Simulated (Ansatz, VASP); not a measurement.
# Cross-check of SiO2 (Cristobalite) between VASP and Ansatz, part 2 of 3

Wanted: the spread between two codes on one cell, functional and k mesh. The cell is taken from a series of runs on this material, whose earlier steps may have relaxed, scaled, displaced or heated it; both programs get it as it stands.

VASP 6.6.1 and Ansatz 0.2.0.

So far: Starting point; VASP: zone-centre phonons, LDA.

## (2) VASP: zone-centre phonons, LDA (continued)

Level of this step: LDA; plane waves and PAW (O, Si) (VASP).

From OUTCAR (step 2):

```text
ion  position               nearest neighbor table
   1  0.237  0.114  0.184-  10 1.61   9 1.61
   2  0.386  0.737  0.434-  11 1.61  10 1.61
   3  0.763  0.886  0.684-  12 1.61  11 1.61
   4  0.614  0.263  0.934-   9 1.61  12 1.61
   5  0.737  0.386  0.566-  11 1.61  12 1.61
   6  0.886  0.763  0.316-  10 1.61  11 1.61
   7  0.263  0.614  0.066-   9 1.61  10 1.61
   8  0.114  0.237  0.816-  12 1.61   9 1.61
   9  0.305  0.305  0.000-   4 1.61   7 1.61   1 1.61   8 1.61  10 3.06  12 3.06  10 3.06  12 3.06

  LATTYP: Found a simple tetragonal cell.
 ALAT       =     4.9433740821
 C/A-ratio  =     1.3894425148

 Subroutine GETGRP returns: Found  8 space group operations
 (whereof  2 operations were pure point group operations)

The static configuration has the point symmetry C_2 .
 The point group associated with its full space group is D_4 .

 Found     18 irreducible k-points:

   k-points           NKPTS =     18   k-points in BZ     NKDIM =     18   number of bands    NBANDS=     44

   dimension x,y,z NGX =    40 NGY =   40 NGZ =   56
   dimension x,y,z NGXF=    80 NGYF=   80 NGZF=  112

   ENCUT  =  600.0 eV  44.10 Ry    6.64 a.u.   9.87  9.87 13.72*2*pi/ulx,y,z

   NELECT =      64.0000    total number of electrons

 k-points in reciprocal lattice and weights: Automatic mesh
   0.00000000  0.00000000  0.00000000       0.016
   0.25000000  0.00000000  0.00000000       0.062
   0.50000000  0.00000000  0.00000000       0.031
   0.25000000  0.25000000  0.00000000       0.062
   0.50000000  0.25000000  0.00000000       0.062
   0.50000000  0.50000000  0.00000000       0.016
   0.00000000  0.00000000  0.25000000       0.031
   0.25000000  0.00000000  0.25000000       0.125
   0.50000000  0.00000000  0.25000000       0.062
[...]
0.50000000  0.25000000  0.50000000       0.062
   0.50000000  0.50000000  0.50000000       0.016

 average (electrostatic) potential at core
       1 -74.4465       2 -74.4465       3 -74.4465       4 -74.4465       5 -74.4465
       6 -74.4465       7 -74.4465       8 -74.4465       9 -89.0262      10 -89.0262
      11 -89.0262      12 -89.0262

  Total        0.0334612      0.0334612     -0.0445083     -0.0000000      0.0000000      0.0000000
  in kB        0.3194042      0.3194042     -0.4248547     -0.0000000      0.0000000      0.0000000
  external PRESSURE =       0.0713179 kB  Pullay stress =       0.0000000 kB

  energy-cutoff  :      600.00
  volume of cell :      167.85
      direct lattice vectors                 reciprocal lattice vectors
     4.943374082  0.000000000  0.000000000     0.202290983  0.000000000  0.000000000
     0.000000000  4.943374082  0.000000000     0.000000000  0.202290983  0.000000000
     0.000000000  0.000000000  6.868534116     0.000000000  0.000000000  0.145591473

 POSITION                                       TOTAL-FORCE (eV/Angst)
 -----------------------------------------------------------------------------------
      1.17269      0.56211      1.26055         0.000760      0.001789     -0.004413
[...]
3.033801  1.298998  6.411953     0.245485   -0.052387   -0.168539
      3.644376  1.909573  3.890849     0.052387   -0.245485    0.168539
      4.381260  3.770685  2.173715    -0.250090   -0.057616    0.191875
      1.298998  3.033801  0.456582     0.052387   -0.245485   -0.168539
      0.562114  1.172689  5.607982    -0.250090   -0.057616   -0.191875
      1.505512  1.505512  0.000000    -0.083313    0.083313    0.312895
      0.966176  3.977199  1.717134     0.003739   -0.003739   -0.000000
      3.437863  3.437863  3.434267    -0.083313    0.083313   -0.312895
      3.977199  0.966176  5.151401     0.003739   -0.003739    0.000000

   2 f  =   35.835694 THz   225.162305 2PiTHz 1195.350078 cm-1   148.204454 meV
             X         Y         Z           dx          dy          dz
      1.172689  0.562114  1.260552    -0.052387   -0.245485    0.168539
      1.909573  3.644376  2.977686     0.250090   -0.057616    0.191875
      3.770685  4.381260  4.694819    -0.052387   -0.245485   -0.168539
      3.033801  1.298998  6.411953     0.250090   -0.057616   -0.191875
      3.644376  1.909573  3.890849    -0.057616    0.250090   -0.191875
      4.381260  3.770685  2.173715    -0.245485   -0.052387    0.168539
      1.298998  3.033801  0.456582    -0.057616    0.250090    0.191875
      0.562114  1.172689  5.607982    -0.245485   -0.052387   -0.168539
      1.505512  1.505512  0.000000    -0.003739   -0.003739   -0.000000
      0.966176  3.977199  1.717134     0.083313    0.083313   -0.312895
      3.437863  3.437863  3.434267    -0.003739   -0.003739    0.000000
      3.977199  0.966176  5.151401     0.083313    0.083313    0.312895

   3 f  =   33.696659 THz   211.722350 2PiTHz 1123.999541 cm-1   139.358119 meV
             X         Y         Z           dx          dy          dz
      1.172689  0.562114  1.260552     0.069969    0.286304   -0.195220
      1.909573  3.644376  2.977686     0.286304   -0.069969    0.195220
      3.770685  4.381260  4.694819    -0.069969   -0.286304   -0.195220
      3.033801  1.298998  6.411953    -0.286304    0.069969    0.195220
      3.644376  1.909573  3.890849    -0.069969    0.286304   -0.195220
      4.381260  3.770685  2.173715    -0.286304   -0.069969    0.195220
      1.298998  3.033801  0.456582     0.069969   -0.286304   -0.195220
      0.562114  1.172689  5.607982     0.286304    0.069969    0.195220
      1.505512  1.505512  0.000000    -0.004825   -0.004825    0.000000
      0.966176  3.977199  1.717134    -0.004825    0.004825    0.000000
      3.437863  3.437863  3.434267     0.004825    0.004825   -0.000000
      3.977199  0.966176  5.151401     0.004825   -0.004825    0.000000

   4 f  =   32.813201 THz   206.171420 2PiTHz 1094.530557 cm-1   135.704433 meV
             X         Y         Z           dx          dy          dz
      1.172689  0.562114  1.260552    -0.042519   -0.263923    0.149469
      1.909573  3.644376  2.977686     0.263923   -0.042519    0.149469
      3.770685  4.381260  4.694819     0.042519    0.263923    0.149469
      3.033801  1.298998  6.411953    -0.263923    0.042519    0.149469
      3.644376  1.909573  3.890849     0.042519   -0.263923    0.149469
      4.381260  3.770685  2.173715    -0.263923   -0.042519    0.149469
      1.298998  3.033801  0.456582    -0.042519    0.263923    0.149469
      0.562114  1.172689  5.607982     0.263923    0.042519    0.149469
      1.505512  1.505512  0.000000     0.075860   -0.075860   -0.225572
      0.966176  3.977199  1.717134     0.075860    0.075860   -0.225572
      3.437863  3.437863  3.434267    -0.075860    0.075860   -0.225572
      3.977199  0.966176  5.151401    -0.075860   -0.075860   -0.225572

   5 f  =   32.663948 THz   205.233641 2PiTHz 1089.552040 cm-1   135.087175 meV
             X         Y         Z           dx          dy          dz
      1.172689  0.562114  1.260552    -0.058679   -0.241034    0.185668
      1.909573  3.644376  2.977686    -0.241034    0.058679   -0.185668
      3.770685  4.381260  4.694819     0.058679    0.241034    0.185668
      3.033801  1.298998  6.411953     0.241034   -0.058679   -0.185668
      3.644376  1.909573  3.890849    -0.058679    0.241034   -0.185668
      4.381260  3.770685  2.173715    -0.241034   -0.058679    0.185668
      1.298998  3.033801  0.456582     0.058679   -0.241034   -0.185668
      0.562114  1.172689  5.607982     0.241034    0.058679    0.185668
      1.505512  1.505512  0.000000    -0.155556    0.155556   -0.097870
      0.966176  3.977199  1.717134     0.155556    0.155556    0.097870
      3.437863  3.437863  3.434267     0.155556   -0.155556   -0.097870
      3.977199  0.966176  5.151401    -0.155556   -0.155556    0.097870

   6 f  =   32.640870 THz   205.088634 2PiTHz 1088.782224 cm-1   134.991730 meV
             X         Y         Z           dx          dy          dz
      1.172689  0.562114  1.260552    -0.077540   -0.232417    0.170738
      1.909573  3.644376  2.977686     0.247295   -0.038914    0.197493
      3.770685  4.381260  4.694819    -0.077540   -0.232417   -0.170738
      3.033801  1.298998  6.411953     0.247295   -0.038914   -0.197493
      3.644376  1.909573  3.890849     0.038915   -0.247300    0.197496
      4.381260  3.770685  2.173715     0.232411    0.077539   -0.170734
      1.298998  3.033801  0.456582     0.038915   -0.247300   -0.197496
      0.562114  1.172689  5.607982     0.232411    0.077539    0.170734
      1.505512  1.505512  0.000000    -0.158652    0.158655   -0.084668
      0.966176  3.977199  1.717134    -0.174328    0.174332    0.000001
      3.437863  3.437863  3.434267    -0.158652    0.158655    0.084668
      3.977199  0.966176  5.151401    -0.174328    0.174332   -0.000001

   7 f  =   32.640870 THz   205.088634 2PiTHz 1088.782224 cm-1   134.991730 meV
             X         Y         Z           dx          dy          dz
      1.172689  0.562114  1.260552     0.038914    0.247295   -0.197493
      1.909573  3.644376  2.977686     0.232417   -0.077540    0.170738
      3.770685  4.381260  4.694819     0.038914    0.247295    0.197493
      3.033801  1.298998  6.411953     0.232417   -0.077540   -0.170738
      3.644376  1.909573  3.890849    -0.077539    0.232411   -0.170734
      4.381260  3.770685  2.173715     0.247300    0.038915   -0.197496
      1.298998  3.033801  0.456582    -0.077539    0.232411    0.170734
      0.562114  1.172689  5.607982     0.247300    0.038915    0.197496
      1.505512  1.505512  0.000000    -0.174332   -0.174328   -0.000001
      0.966176  3.977199  1.717134    -0.158655   -0.158652   -0.084668
      3.437863  3.437863  3.434267    -0.174332   -0.174328    0.000001
      3.977199  0.966176  5.151401    -0.158655   -0.158652    0.084668

   8 f  =   32.558521 THz   204.571221 2PiTHz 1086.035361 cm-1   134.651163 meV
             X         Y         Z           dx          dy          dz
      1.172689  0.562114  1.260552    -0.057949   -0.240792    0.184755
      1.909573  3.644376  2.977686     0.240792   -0.057949    0.184755
      3.770685  4.381260  4.694819     0.057949    0.240792    0.184755
      3.033801  1.298998  6.411953    -0.240792    0.057949    0.184755
      3.644376  1.909573  3.890849    -0.057949    0.240792   -0.184755
      4.381260  3.770685  2.173715     0.240792    0.057949   -0.184755
      1.298998  3.033801  0.456582     0.057949   -0.240792   -0.184755
      0.562114  1.172689  5.607982    -0.240792   -0.057949   -0.184755
      1.505512  1.505512  0.000000     0.171834    0.171834   -0.000000
    [... 421 further lines ...]
      3.437863  3.437863  3.434267    -0.212277   -0.268123    0.000109
      3.977199  0.966176  5.151401    -0.212072   -0.267960   -0.000934

 MACROSCOPIC STATIC DIELECTRIC TENSOR IONIC CONTRIBUTION
 ------------------------------------------------------
           1.861438    -0.000000    -0.000000
          -0.000000     1.861438     0.000000
          -0.000000     0.000000     1.630355
 ------------------------------------------------------

 ELASTIC MODULI CONTR FROM IONIC RELAXATION (kBar)
 Direction    XX          YY          ZZ          XY          YZ          ZX
 --------------------------------------------------------------------------------
 XX       -3448.2495   -224.7371  -1251.8882     -0.0000     -0.0000     -0.0000
 YY        -224.7371  -3448.2495  -1251.8882      0.0000      0.0000      0.0000
 ZZ       -1251.8882  -1251.8882  -2616.3778     -0.0000      0.0000     -0.0000
 XY          -0.0000     -0.0000     -0.0000   -245.7688     -0.0000      0.0000
 YZ          -0.0000      0.0000      0.0000     -0.0000   -754.8566     -0.0000
 ZX           0.0000      0.0000     -0.0000      0.0000     -0.0000   -756.0355
 --------------------------------------------------------------------------------

 PIEZOELECTRIC TENSOR IONIC CONTR  for field in x, y, z        (C/m^2)
          XX          YY          ZZ          XY          YZ          ZX
  --------------------------------------------------------------------------------
  x    -0.00000     0.00000    -0.00000    -0.00000    -0.01420    -0.00000
  y     0.00000     0.00000    -0.00000     0.00000    -0.00000     0.01680
  z     0.00000    -0.00000    -0.00000     0.00018     0.00000     0.00000
```

[end of part 2 of 3]

[Lines on the potential files, build, host, timing and source positions are cut from VASP's logs without a mark.]

[Logs are printed without paths, hosts, clocks, repeated set-up lines and the standing remarks that a program may print on its own settings, such as how far it seeks lower states.]

[Hosts, paths, dates, database ids (printed as entryN), source tags and the programs' standing remarks are cut or masked in the printed files.]
